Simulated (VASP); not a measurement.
Method: PBE GGA, VASP's PBE PAW potentials (set 64) (plane waves; VASP).

VASP ran on this input.

POSCAR:
```
Ir
1.0
  0.0000000000   1.9365605907   1.9365605907
  1.9365605907   0.0000000000   1.9365605907
  1.9365605907   1.9365605907   0.0000000000
Ir
1
Cart
  0.0000000000   0.0000000000   0.0000000000
```

KPOINTS:
```
Automatic mesh
0
Gamma
16 16 16
0 0 0
```

### INCAR
```
# general
SYSTEM  = Ir
PREC    = Accurate
ENCUT   = 500
LREAL   = .FALSE.
LASPH   = .TRUE.

# electronic loop
EDIFF   = 1E-6
NELM    = 100
ALGO    = Normal
LMAXMIX = 6

# smearing
ISMEAR  = 1
SIGMA   = 0.1

# functional
GGA     = PE

# ions
IBRION  = 2
NSW     = 40
ISIF    = 3
EDIFFG  = -0.02

# output
LWAVE   = .FALSE.
LCHARG  = .FALSE.
```

POTCAR, in this order: Ir (PBE.64 set). Program: vasp_std.

Output

OSZICAR:
```
       N       E                     dE             d eps       ncg     rms          rms(c)
DAV:   1     0.424216883131E+02    0.42422E+02   -0.43430E+03  2392   0.990E+02
DAV:   2    -0.877152438958E+01   -0.51193E+02   -0.49516E+02  2360   0.203E+02
DAV:   3    -0.940037674650E+01   -0.62885E+00   -0.62654E+00  3488   0.306E+01
DAV:   4    -0.940349940269E+01   -0.31227E-02   -0.31202E-02  2904   0.151E+00
DAV:   5    -0.940352515952E+01   -0.25757E-04   -0.25755E-04  3528   0.858E-02    0.142E+01
DAV:   6    -0.892934505294E+01    0.47418E+00   -0.10335E+00  2696   0.142E+01    0.579E+00
DAV:   7    -0.884696614215E+01    0.82379E-01   -0.30178E-01  3016   0.713E+00    0.158E+00
DAV:   8    -0.884145784267E+01    0.55083E-02   -0.21272E-03  2528   0.725E-01    0.474E-01
DAV:   9    -0.884079544283E+01    0.66240E-03   -0.63828E-04  3032   0.416E-01    0.128E-02
DAV:  10    -0.884080225484E+01   -0.68120E-05   -0.39407E-06  3080   0.201E-02    0.372E-03
DAV:  11    -0.884080241344E+01   -0.15860E-06   -0.11762E-07  1840   0.421E-03
   1 F= -.88408024E+01 E0= -.88407014E+01  d E =-.884080E+01
```

### OUTCAR
```
------------------------ aborting loop because EDIFF is reached ----------------------------------------
  FORCE on cell =-STRESS in cart. coord.  units (eV):
  Direction    XX          YY          ZZ          XY          YZ          ZX
  --------------------------------------------------------------------------------------
  Total        0.0014926      0.0014926      0.0014926      0.0000000      0.0000000     -0.0000000
  in kB        0.1646352      0.1646352      0.1646352      0.0000000      0.0000000     -0.0000000
  external PRESSURE =       0.1646352 kB  Pullay stress =       0.0000000 kB
  volume of cell :       14.53
      direct lattice vectors                 reciprocal lattice vectors
     0.000000000  1.936560591  1.936560591    -0.258189701  0.258189701  0.258189701
     1.936560591  0.000000000  1.936560591     0.258189701 -0.258189701  0.258189701
     1.936560591  1.936560591  0.000000000     0.258189701  0.258189701 -0.258189701
 POSITION                                       TOTAL-FORCE (eV/Angst)
 -----------------------------------------------------------------------------------
      0.00000      0.00000      0.00000         0.000000     -0.000000     -0.000000
 -----------------------------------------------------------------------------------
    total drift:                                0.000000      0.000000      0.000000
  FREE ENERGIE OF THE ION-ELECTRON SYSTEM (eV)
  ---------------------------------------------------
  free  energy   TOTEN  =        -8.8408024134 eV

  energy  without entropy=       -8.8404994532  energy(sigma->0) =       -8.84070143

 reached required accuracy - stopping structural energy minimisation
```
(Selected blocks of OUTCAR.)

The compound is Ir in the fcc structure. It was relaxed first.
